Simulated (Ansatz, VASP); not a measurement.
# Ag (Ag wire along [110], 19 atoms a period) in two plane-wave programs

One calculation is typed for both programs; each brings its own data sets. How far apart do they land? Of the first pair: The structure shown is the start of the Ansatz relaxation below; VASP solves that cell, so the two are compared at the walk's first step.

Main program and level: Ansatz 0.2.0; plane waves, with VASP 6.6.1 beside it; single point at PBE.

## (1) The starting structure

The cell holds 19 atoms: 19 Ag. Its edges and angles: a = 15.100 Å, b = 18.538 Å, c = 2.934 Å, α = 90.0°, β = 90.0°, γ = 90.0°. Vacuum lies along a and b. The structure's axis is c.

## (2) Ansatz: relaxation, PBE

Ansatz runs on its PAW soft_1 files.

The two programs are compared at the cell with which this relaxation starts, whose forces are those of its first step.

Contents of input.yaml:

```yaml
crystal:
  lattice:
    - [15.1, 0.0, 0.0]
    - [0.0, 18.538, 0.0]
    - [0.0, 0.0, 2.9344931419]
  atoms:
    - { symbol: Ag, position: [0.225165563, 0.658295362, 0.0] }
    - { symbol: Ag, position: [0.225165563, 0.49999926, 0.0] }
    - { symbol: Ag, position: [0.5, 0.658295362, 0.0] }
    - { symbol: Ag, position: [0.5, 0.49999926, 0.0] }
    - { symbol: Ag, position: [0.5, 0.816591464, 0.0] }
    - { symbol: Ag, position: [0.774834437, 0.658295362, 0.0] }
    - { symbol: Ag, position: [0.774834437, 0.49999926, 0.0] }
    - { symbol: Ag, position: [0.362582781, 0.262555107, 0.5] }
    - { symbol: Ag, position: [0.362582781, 0.420851209, 0.5] }
    - { symbol: Ag, position: [0.362582781, 0.579147311, 0.5] }
    - { symbol: Ag, position: [0.362582781, 0.737443413, 0.5] }
    - { symbol: Ag, position: [0.637417219, 0.262555107, 0.5] }
    - { symbol: Ag, position: [0.637417219, 0.420851209, 0.5] }
    - { symbol: Ag, position: [0.637417219, 0.579147311, 0.5] }
    - { symbol: Ag, position: [0.637417219, 0.737443413, 0.5] }
    - { symbol: Ag, position: [0.225165563, 0.341703158, 0.0] }
    - { symbol: Ag, position: [0.5, 0.341703158, 0.0] }
    - { symbol: Ag, position: [0.5, 0.183407056, 0.0] }
    - { symbol: Ag, position: [0.774834437, 0.341703158, 0.0] }
kpoints:
  mp_grid: { grid: [1, 1, 28] }
scf:
  occupations: { method: fermi_dirac, width: 0.05 }
hamiltonian:
  xc: pbe
  pseudopotentials: { kind: paw, azcp: { folder: soft_1 } }
relax:
  cell: { fix: [a, b, alpha, beta, gamma] }
  max_steps: 45
  f_tol: 0.03
```

Run with:

```sh
$ ansatz run input.yaml --threads 4 --pin off --max-ram 16384MiB --backend cpu --events-out ev --progress --plain --runs-dir out
```

Numbers of over 12 decimals in the logs are rounded to 6 here.

What it wrote:

```text
Engine: ansatz 0.2.0, aarch64-unknown-linux-gnu
Pseudopotentials: kind: paw
Pseudopotential: Ag, paw, valence charge 19, recommended cutoff 420 eV (normal), soft_1/Ag.paw.azcp
Functional definition: PBE
  parameter kappa = 0.804
  parameter beta = 0.066725
  exchange = pbe_x(kappa = kappa, mu = beta*pi^2/3)
  correlation = pbe_c(beta = beta)
Crystal: 19 atoms, lattice volume = 821.434 Å³
Basis set: ecut = 420 eV, 15971 PW (Γ), exchange–correlation on 216×250×40 points (8 copies of the dense FFT grid, shifted against one another)
Bands: 217, of which v1, the nominal top of the filled ones, is band 181 counted from 1 (180 counted from 0)
Symmetry: 8 space group operations
Space group: Pmmm (ITA 47), of the structure as read, at distance tolerance 9.4e-5 Å
k-points: 15 of 28
Non-local potential: Ag, projectors of the file, l = 0: 3, l = 1: 2, l = 2: 2, l = 3: 1
PAW form: soft (Blöchl's): semilocal exchange-correlation on the pseudo side does not see the compensation charge
PAW one-centre angular grid: Ag, 590 points (default); XC on 64 Gauss nodes
Initial density: superposition of atomic densities (neutral atoms: chi_scale 0, normalization atom)
Initial wavefunctions: pseudopotential atomic-orbital guess
Functional: x = pbe(κ = 0.804, μ = 0.219515), c = pbe(β = 0.066725)
SCF iter   1: F=—  HF=-144219.000008 eV  |F-HF|=—  |Δ(HF+E_count)|=         —  Δρ=3.55e-2  dr2=1.34e1  ethr=3.10e-3  ⟨swp⟩=6.1  Hψ=12442  notcnv=0  defer=135
preconditioner: auto → LDOS  [metal: Δε(μ)=0.035 eV  Ē_g=8.133 eV  σ=0.050 eV  W_gap=0.17  n_scr=170 (ndim 8)  ℏωp=18.7 eV  f_vac=0.522  D(μ)=6.72/eV (n_scr^D=30)  β→1.0]
SCF iter   2: F=—  HF=-144221.367250 eV  |F-HF|=—  |Δ(HF+E_count)|=    2.37e0  Δρ=5.18e-2  dr2=1.90e1  ethr=3.10e-3  ⟨swp⟩=2.6  Hψ=7240  notcnv=0  defer=381
SCF iter   3: F=—  HF=-144215.669162 eV  |F-HF|=—  |Δ(HF+E_count)|=    5.70e0  Δρ=8.24e-3  dr2=4.03e-1  ethr=3.10e-3  ⟨swp⟩=2.5  Hψ=6168  notcnv=0  defer=386
SCF iter   4: F=—  HF=-144215.595495 eV  |F-HF|=—  |Δ(HF+E_count)|=   7.37e-2  Δρ=1.17e-3  dr2=1.37e-2  ethr=1.12e-4  ⟨swp⟩=2.1  Hψ=6384  notcnv=0  defer=384
SCF iter   5: F=—  HF=-144215.594292 eV  |F-HF|=—  |Δ(HF+E_count)|=   1.20e-3  Δρ=4.52e-4  dr2=1.54e-3  ethr=3.79e-6  ⟨swp⟩=2.9  Hψ=5738  notcnv=0  defer=384
SCF iter   6: F=—  HF=-144215.594633 eV  |F-HF|=—  |Δ(HF+E_count)|=   3.41e-4  Δρ=1.43e-4  dr2=1.97e-4  ethr=4.27e-7  ⟨swp⟩=2.5  Hψ=5622  notcnv=0  defer=384
SCF iter   7: F=—  HF=-144215.594641 eV  |F-HF|=—  |Δ(HF+E_count)|=   8.20e-6  Δρ=4.42e-5  dr2=1.89e-5  ethr=5.46e-8  ⟨swp⟩=2.1  Hψ=5392  notcnv=0  defer=384
SCF iter   8: F=—  HF=-144215.594344 eV  |F-HF|=—  |Δ(HF+E_count)|=   2.97e-4  Δρ=1.81e-5  dr2=2.96e-6  ethr=5.23e-9  ⟨swp⟩=2.1  Hψ=4930  notcnv=0  defer=384
SCF iter   9: F=—  HF=-144215.594345 eV  |F-HF|=—  |Δ(HF+E_count)|=   1.07e-6  Δρ=6.87e-6  dr2=3.76e-7  ethr=8.20e-10  ⟨swp⟩=2.0  Hψ=5013  notcnv=0  defer=384
SCF iter  10: F=-144215.594345 eV  HF=-144215.594345 eV  |F-HF|=1.52e-8  |Δ(HF+E_count)|=   1.49e-7  Δρ=1.93e-6  dr2=4.89e-8  ethr=2.77e-11  ⟨swp⟩=5.0  Hψ=10817  notcnv=0
SCF 1 converged in 10 iterations: F = -144215.594345 eV  dr2 = 4.89e-8
  greatest PAW one-centre occupation: 1.001 electrons in one spin orbital (limit 2), on the Ag atom at site 3 (counted from 0), in its partial waves of l = 0
relax step   1: F+E_penalty+E_count = -144215.59434526 eV  Δ(F+E_penalty+E_count) = +0.000e0 eV  max|allowed force component| = 3.326e-1 eV/Å  Δτ_max = 0.0000 Å  P = -1.114 GPa  Ω = 821.434 Å³  fix = [a, b, alpha, beta, gamma]  reactions: a -0.784, b -1.082 GPa  (10 SCF iters, dr2 threshold 1.00e-7 eV, accepted)
[...]
relax step   3: F+E_penalty+E_count = -144215.76792527 eV  Δ(F+E_penalty+E_count) = -5.383e-2 eV  max|allowed force component| = 2.881e-2 eV/Å  Δτ_max = 0.0553 Å  P = -0.058 GPa  Ω = 806.708 Å³  energy of the carried Pulay correction = +2.836e-3 eV  fix = [a, b, alpha, beta, gamma]  reactions: a +0.026, b -0.110 GPa  (6 SCF iters, dr2 threshold 1.90e-6 eV, accepted)
[...]
relax step   4: F+E_penalty+E_count = -144215.76886375 eV  Δ(F+E_penalty+E_count) = -9.385e-4 eV  max|allowed force component| = 6.052e-3 eV/Å  Δτ_max = 0.0125 Å  P = +0.001 GPa  Ω = 805.819 Å³  energy of the carried Pulay correction = +3.009e-3 eV  fix = [a, b, alpha, beta, gamma]  reactions: a +0.061, b -0.048 GPa  (7 SCF iters, dr2 threshold 2.02e-8 eV, accepted)
[...]
relax step   5: F+E_penalty+E_count = -144215.76556471 eV  Δ(F+E_penalty+E_count) = +3.299e-3 eV  max|allowed force component| = 6.126e-3 eV/Å  Δτ_max = 0.0000 Å  P = +0.004 GPa  Ω = 805.819 Å³  fix = [a, b, alpha, beta, gamma]  reactions: a +0.063, b -0.045 GPa  stress off target by 6.40e-3 GPa on what of the cell is left free  SCF on the basis re-selected at this cell (its energy is not comparable with the rows above)  (6 SCF iters)
basis re-selected at this cell: Δ(F+E_penalty+E_count) = +3.299e-3 eV, ΔP = +0.003 GPa vs the last step (what re-selecting the basis moved, of the pressure what is left beyond the Pulay correction that the steps carried, after the strain that the cell walked since its last selection, with what the two solves' SCF thresholds leave and, on support functions, any second-order correction that the steps lacked; it is no m [...]
SCF converged after 6 iterations
Free energy (F): -144215.765565 eV
Harris-Foulkes:  -144215.765565 eV  (|F-HF|=5.82e-11)
Internal energy: -144215.715944 eV  (E = F + TS)
E sigma→0 (E₀):  -144215.740754 eV
Entropy (-TS):   -0.049621 eV (-2.612 meV/atom)
Fermi energy:    4.486601 eV
--- Per-component energies (eV) ---
  E_band       = -9034.314445
  E_kinetic    = 8887.878032
  E_local      = -270726.932289  (includes V_loc(G=0)·N_el)
  E_nonlocal   = 608.832213
  E_hartree    = 132765.086333
  E_xc         = -3010.116550
  E_vxc        = -3807.808515  (∫ρ·V_xc dr)
  E_paw        = -75165.769508  (= ΣΔE_a)
  E_vpaw       = -9526.465088  (= ΣTr[D̂ρ^β])
  E_aug_tail   = 0.007170  (compensation charges beyond the density's cutoff)
  E_ewald      = 62425.298654
  E_smearing   = -0.049621  (= −TS)
  E_closure    = -0.000000  (closes the sum)
  Σ components = -144215.765565   (vs F -144215.765565, Δ=0.00e0)
--- Forces (eV/Å), atoms counted from 1 ---
  atom   1  Ag    -0.00250993     0.00072728     0.00000000
  atom   2  Ag    -0.00480955     0.00000000     0.00000000
  atom   3  Ag    -0.00000000    -0.00218820     0.00000000
  atom   4  Ag     0.00000000     0.00000000     0.00000000
  atom   5  Ag    -0.00000000    -0.00482889     0.00000000
  atom   6  Ag     0.00250993     0.00072728     0.00000000
  atom   7  Ag     0.00480955     0.00000000     0.00000000
  atom   8  Ag    -0.00163394    -0.00061640     0.00000000
  atom   9  Ag     0.00612643     0.00062369     0.00000000
  atom  10  Ag     0.00612643    -0.00062369     0.00000000
  atom  11  Ag    -0.00163394     0.00061640     0.00000000
  atom  12  Ag     0.00163394    -0.00061640     0.00000000
  atom  13  Ag    -0.00612643     0.00062369     0.00000000
  atom  14  Ag    -0.00612643    -0.00062369     0.00000000
  atom  15  Ag     0.00163394     0.00061640     0.00000000
  atom  16  Ag    -0.00250993    -0.00072728     0.00000000
  atom  17  Ag    -0.00000000     0.00218820     0.00000000
  atom  18  Ag     0.00000000     0.00482889     0.00000000
  atom  19  Ag     0.00250993    -0.00072728     0.00000000
  max |Σ_I F_I| component: 7.59e-19 eV/Å
--- Stress (GPa, compression-positive) ---
        0.063075       0.000000       0.000000
        0.000000      -0.044939       0.000000
        0.000000       0.000000      -0.006401
  P = ⅓ Tr σ = 0.0039 GPa (0.039 kbar)
--- Relaxed structure (4 steps of the walk, 4 accepted, 1 SCFs on fresh bases) ---
  F+E_penalty+E_count = -144215.76556471 eV   max|allowed force component| = 6.126e-3 eV/Å   (the final SCF, on the basis selected at the relaxed cell)
  cell:  # Å, volume = 805.8185 Å³
    - [15.1, 0.0, 0.0]
    - [0.0, 18.538, 0.0]
    - [0.0, 0.0, 2.878707]
  atoms:
    - { symbol: Ag, position: [0.227661, 0.655630, 0.0] }
    - { symbol: Ag, position: [0.221984, 0.49999926, 0.0] }
    - { symbol: Ag, position: [0.5, 0.655091, 0.0] }
    - { symbol: Ag, position: [0.5, 0.49999926, 0.0] }
    - { symbol: Ag, position: [0.5, 0.807902, 0.0] }
    - { symbol: Ag, position: [0.772339, 0.655630, 0.0] }
    - { symbol: Ag, position: [0.778016, 0.49999926, 0.0] }
    - { symbol: Ag, position: [0.360482, 0.264183, 0.500000] }
    - { symbol: Ag, position: [0.360464, 0.422384, 0.500000] }
    - { symbol: Ag, position: [0.360464, 0.577614, 0.500000] }
    - { symbol: Ag, position: [0.360482, 0.735816, 0.500000] }
    - { symbol: Ag, position: [0.639518, 0.264183, 0.500000] }
    - { symbol: Ag, position: [0.639536, 0.422384, 0.500000] }
    - { symbol: Ag, position: [0.639536, 0.577614, 0.500000] }
    - { symbol: Ag, position: [0.639518, 0.735816, 0.500000] }
    - { symbol: Ag, position: [0.227661, 0.344368, 0.0] }
    - { symbol: Ag, position: [0.5, 0.344907, 0.0] }
    - { symbol: Ag, position: [0.5, 0.192097, 0.0] }
    - { symbol: Ag, position: [0.772339, 0.344368, 0.0] }
```

(Part 1 of 3 ends here.)

[Lines on the potential files, build, host, timing and source positions are cut from VASP's logs without a mark.]

[Logs are printed without paths, hosts, clocks, repeated set-up lines and the standing remarks that a program may print on its own settings, such as how far it seeks lower states.]

[Hosts, paths, dates, database ids (printed as entryN), source tags and the programs' standing remarks are cut or masked in the printed files.]
